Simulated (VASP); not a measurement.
An input for Ansatz (written as the equivalent of a VASP run, and not itself run):

Ansatz 0.2 input:
```yaml
crystal:
  lattice:
    - [1.4810926, -2.5653315, 0.0000000]
    - [1.4810926, 2.5653315, 0.0000000]
    - [0.0000000, 0.0000000, 4.8746690]
  atoms:
    - { symbol: Ti, position: [0.0000000, 0.0000000, 0.0000000] }
    - { symbol: S, position: [0.3333330, 0.6666670, 0.3064901] }
    - { symbol: S, position: [0.6666670, 0.3333330, 0.6935099] }
kpoints:
  mp_grid: { grid: [12, 12, 6] }
hamiltonian:
  xc: pbesol
  pseudopotentials: { kind: paw }
scf:
  occupations: { method: methfessel_paxton, width: 0.1 }
  max_iter: 100
relax:
  max_steps: 40
  f_tol: 0.02
  cell: { p_target: 45 }
output: { forces: true, stress: true, eigenvalues: true }
```

### Question
Write the VASP files for the same calculation (PBEsol).

### Answer
Several could match; the one computed here: 
**INCAR**
```
ALGO=Normal
EDIFF=1E-6
EDIFFG=-0.02
ENCUT=500
GGA=PS
IBRION=2
ISIF=3
ISMEAR=1
LASPH=.TRUE.
LCHARG=.FALSE.
LMAXMIX=4
LREAL=.FALSE.
LWAVE=.FALSE.
NELM=100
NSW=40
PREC=Accurate
PSTRESS=450
SIGMA=0.1
SYSTEM=TiS2
```

KPOINTS:
```
Automatic mesh
0
Gamma
12 12 6
0 0 0
```

**POSCAR**
```
TiS2
1
    1.4810926100    -2.5653314858     0.0000000000
    1.4810926100     2.5653314858    -0.0000000000
   -0.0000000000     0.0000000000     4.8746690039
Ti S
1 2
Direct
  0.0000000000   0.0000000000   0.0000000000
  0.3333330000   0.6666670000   0.3064900562
  0.6666670000   0.3333330000   0.6935099438
```

POTCAR, in this order: Ti_sv S (PBE.64 set). Program: vasp_std.

Limits of the translation: each code has its own PAW files, so the cut-off isn't converted (ENCUT is set for VASP's; basis.ecutwfc is left out, and Ansatz then takes the one that its files recommend); Ansatz stops its SCF on the density residual and VASP on the energy change (EDIFF).

The compound is TiS2 in the 1T layered structure. It was relaxed first under an external pressure of 45 GPa.
